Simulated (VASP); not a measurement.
Method: r2SCAN meta-GGA, VASP's PBE PAW potentials (set 64) (plane waves; VASP 6.6.1).

Input for VASP

### KPOINTS
```
K-points
0
Gamma
 14 14 14
0 0 0
```

**KPOINTS_OPT**
```
k-points along high-symmetry lines
8
Line-mode
Reciprocal
  0.000000   0.000000   0.000000 ! GAMMA
  0.500000   0.500000   0.500000 ! T

  0.500000   0.500000   0.500000 ! T
  0.765767   0.234233   0.500000 ! H_2

  0.500000  -0.234233   0.234233 ! H_0
  0.500000   0.000000   0.000000 ! L

  0.500000   0.000000   0.000000 ! L
  0.000000   0.000000   0.000000 ! GAMMA

  0.000000   0.000000   0.000000 ! GAMMA
  0.367117  -0.367117   0.000000 ! S_0

  0.632883   0.000000   0.367117 ! S_2
  0.500000   0.000000   0.500000 ! F

  0.500000   0.000000   0.500000 ! F
  0.000000   0.000000   0.000000 ! GAMMA
```

POSCAR:
```
P
1
    1.7300623564     0.9988521754     3.0979033824
   -1.7300623564     0.9988521754     3.0979033824
    0.0000000000    -1.9977043509     3.0979033824
P
2
Direct
  0.2273444736   0.2273444736   0.2273444736
  0.7726555264   0.7726555264   0.7726555264
```

**INCAR**
```
SYSTEM = P
PREC = Accurate
ENCUT = 400
EDIFF = 1E-7
NELM = 100
ALGO = Normal
LREAL = .FALSE.
LASPH = .TRUE.
ISMEAR = -5
METAGGA = R2SCAN
LMIXTAU = .TRUE.
LWAVE = .FALSE.
LCHARG = .FALSE.
LORBIT = 11
NEDOS = 601
ISIF = 2
```

POTCAR, in this order: P (PBE.64 set). Program: vasp_std.

Output of the run:

File OUTCAR:
```
 ion  position               nearest neighbor table
   1  0.227  0.227  0.227-   2 2.29   2 2.29   2 2.29   2 2.81   2 2.81   2 2.81
   2  0.773  0.773  0.773-   1 2.29   1 2.29   1 2.29   1 2.81   1 2.81   1 2.81
  LATTYP: Found a trigonal (rhomboedric) cell.
 ALAT       =     3.6861669512
 COS(alpha) =     0.5594414616
 Subroutine PRICEL returns:
 Original cell was already a primitive cell.
 Subroutine GETGRP returns: Found 12 space group operations
The static configuration has the point symmetry D_3d.
The dynamic configuration has the point symmetry D_3d.
 Subroutine INISYM returns: Found 12 space group operations
 Subroutine IBZKPT returns following result:
 Found    288 irreducible k-points:

 Following reciprocal coordinates:
            Coordinates               Weight
  0.000000  0.000000  0.000000      1.000000
  0.071429  0.000000 -0.000000      6.000000
  0.142857  0.000000  0.000000      6.000000
  0.214286  0.000000  0.000000      6.000000
  0.285714  0.000000  0.000000      6.000000
  0.357143  0.000000  0.000000      6.000000
  0.428571  0.000000  0.000000      6.000000
  0.500000  0.000000  0.000000      3.000000
  0.071429  0.071429  0.000000      6.000000
  0.142857  0.071429  0.000000     12.000000
  0.214286  0.071429  0.000000     12.000000
  0.285714  0.071429  0.000000     12.000000
  0.357143  0.071429 -0.000000     12.000000
  0.428571  0.071429  0.000000     12.000000
  0.500000  0.071429  0.000000     12.000000
 -0.428571  0.071429 -0.000000     12.000000
 -0.357143  0.071429  0.000000     12.000000
 -0.285714  0.071429 -0.000000     12.000000
 -0.214286  0.071429 -0.000000     12.000000
 -0.142857  0.071429  0.000000     12.000000
 -0.071429  0.071429  0.000000      6.000000
  0.142857  0.142857  0.000000      6.000000
  0.214286  0.142857  0.000000     12.000000
...
```

### OSZICAR
```
       N       E                     dE             d eps       ncg     rms          rms(c)
DAV:   1     0.102684146967E+02    0.10268E+02   -0.42376E+03  5216   0.805E+02
DAV:   2    -0.189071810351E+02   -0.29176E+02   -0.28667E+02  7936   0.119E+02
DAV:   3    -0.196960717330E+02   -0.78889E+00   -0.78712E+00  6469   0.214E+01
DAV:   4    -0.197009365930E+02   -0.48649E-02   -0.48694E-02  7483   0.178E+00
DAV:   5    -0.197009592897E+02   -0.22697E-04   -0.22721E-04  6511   0.902E-02    0.768E+00
DAV:   6    -0.176952171403E+02    0.20057E+01   -0.31755E-01  5363   0.457E+00    0.509E+00
DAV:   7    -0.183203699342E+02   -0.62515E+00   -0.30802E-01  5217   0.530E+00    0.125E+00
DAV:   8    -0.177705169587E+02    0.54985E+00   -0.22651E-01  5201   0.469E+00    0.194E-01
DAV:   9    -0.177730900675E+02   -0.25731E-02   -0.17526E-03  7518   0.445E-01    0.138E-01
DAV:  10    -0.177725162535E+02    0.57381E-03   -0.12478E-04  6112   0.957E-02    0.150E-01
DAV:  11    -0.177747212070E+02   -0.22050E-02   -0.28455E-03  5303   0.558E-01    0.118E-01
DAV:  12    -0.177747898316E+02   -0.68625E-04   -0.16635E-04  6581   0.134E-01    0.909E-02
DAV:  13    -0.177747939206E+02   -0.40890E-05   -0.23598E-06  6569   0.154E-02    0.799E-02
DAV:  14    -0.177748446923E+02   -0.50772E-04   -0.44809E-05  5258   0.733E-02    0.132E-02
DAV:  15    -0.177748492099E+02   -0.45176E-05   -0.59972E-06  5794   0.247E-02    0.701E-03
DAV:  16    -0.177748523591E+02   -0.31491E-05   -0.13710E-06  6135   0.133E-02    0.594E-03
DAV:  17    -0.177748529873E+02   -0.62827E-06   -0.14516E-07  4662   0.358E-03    0.556E-03
DAV:  18    -0.177748535082E+02   -0.52092E-06   -0.13483E-07  3208   0.418E-03    0.363E-03
DAV:  19    -0.177748535572E+02   -0.48955E-07   -0.23692E-08  2664   0.171E-03
   1 F= -.17774854E+02 E0= -.17774854E+02  d E =0.000000E+00
       N       E                     dE             ncg
```

### OUTCAR
```
------------------------ aborting loop because EDIFF is reached ----------------------------------------
  FORCE on cell =-STRESS in cart. coord.  units (eV):
  Direction    XX          YY          ZZ          XY          YZ          ZX
  --------------------------------------------------------------------------------------
  Total        0.0543110      0.0543111      0.0472228      0.0000000     -0.0000000      0.0000000
  in kB        2.7090472      2.7090484      2.3554830      0.0000000     -0.0000000      0.0000000
  external PRESSURE =       2.5911929 kB  Pullay stress =       0.0000000 kB
  volume of cell :       32.12
      direct lattice vectors                 reciprocal lattice vectors
     1.730062356  0.998852175  3.097903382     0.289006924  0.166858191  0.107599654
    -1.730062356  0.998852175  3.097903382    -0.289006924  0.166858191  0.107599654
     0.000000000 -1.997704351  3.097903382     0.000000000 -0.333716381  0.107599654
 POSITION                                       TOTAL-FORCE (eV/Angst)
 -----------------------------------------------------------------------------------
      0.00000     -0.00000      2.11287         0.000000     -0.000000      0.008262
      0.00000     -0.00000      7.18084         0.000000      0.000000     -0.008262
 -----------------------------------------------------------------------------------
    total drift:                                0.000000      0.000000     -0.000000
  FREE ENERGIE OF THE ION-ELECTRON SYSTEM (eV)
  ---------------------------------------------------
  free  energy   TOTEN  =       -17.7748535572 eV

  energy  without entropy=      -17.7748535572  energy(sigma->0) =      -17.77485356

 total charge

# of ion       s       p       d       tot
------------------------------------------
    1        1.080   1.348   0.000   2.427
    2        1.080   1.348   0.000   2.427
--------------------------------------------------
tot          2.159   2.695   0.000   4.855
```
(Selected blocks of OUTCAR.)

OUTCAR:
```
 val. band max:        9.4301001273   @ k =   0.3571   0.2143   0.2143

 cond. band min:       9.0650295883   @ k =   0.4286   0.3571   0.3571


 Fermi energy:         9.1852748466

 k-point     1 :       0.0000    0.0000    0.0000
  band No.  band energies     occupation
      1      -8.3605      2.00000
      2       5.5564      2.00000
      3       5.7519      2.00000
      4       5.8366      2.00000
      5       5.8366      2.00000
      6      10.5719      0.00000
      7      11.8893      0.00000
      8      11.8893      0.00000
      9      15.1697      0.00000

 k-point     2 :       0.0714    0.0000   -0.0000
  band No.  band energies     occupation
      1      -8.2738      2.00000
      2       4.4537      2.00000
      3       5.7120      2.00000
      4       5.7720      2.00000
      5       6.5920      2.00000
      6      10.8242      0.00000
      7      11.8733      0.00000
      8      11.8764      0.00000
      9      14.6134      0.00000

 k-point     3 :       0.1429    0.0000    0.0000
  band No.  band energies     occupation
      1      -8.0144      2.00000
      2       3.0106      2.00000
      3       5.5865      2.00000
      4       5.6059      2.00000
      5       7.2025      2.00000
      6      11.0090      0.00000
      7      11.6350      0.00000
      8      11.9422      0.00000
      9      13.8607      0.00000

 k-point     4 :       0.2143    0.0000    0.0000
  band No.  band energies     occupation
      1      -7.5846      2.00000
      2       1.4819      2.00000
      3       5.3972      2.00000
      4       5.4772      2.00000
      5       7.6322      2.00000
      6      10.7082      0.00000
      7      11.0791      0.00000
      8      11.4188      0.00000
      9      14.4830      0.00000

 k-point     5 :       0.2857    0.0000    0.0000
  band No.  band energies     occupation
      1      -6.9895      2.00000
      2      -0.0330      2.00000
      3       5.1986      2.00000
...
```

For a metal the tetrahedron method with Blöchl corrections gives inexact stress and forces.

The structure comes from a computed database's P entry (R-3m); how it stands against other phases isn't given here. It was relaxed first.
